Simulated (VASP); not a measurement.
```
Rh
1.0
    0.00000     1.86920     1.86920
    1.86920     0.00000     1.86920
    1.86920     1.86920     0.00000
Rh
1
Cartesian
  0.00000   0.00000   0.00000
```

These are LDA (Ceperley-Alder, Perdew-Zunger), VASP's LDA PAW potentials (set 64) (plane waves; VASP 6.6.1) values and carry that method's errors. Run with 500 eV cut-off, 17×17×17 Γ-centred mesh, first-order Methfessel-Paxton smearing of 0.10 eV, potentials Rh_pv.

What does the run give for the energy per atom (σ→0), pressure, band gap (on the k-mesh) with the smallest direct gap where there is one?

| Quantity | Value |
|---|---|
| band gap (on the k-mesh) | none (metal, semimetal or under 0.01 eV) |
| energy per atom (σ→0) | -8.684 eV/atom |
| pressure | 4.91 GPa |

The absolute energy has meaning only against runs of the same code, potentials and settings.

The compound is Rh in the fcc structure. It was relaxed first under an external pressure of 5 GPa.
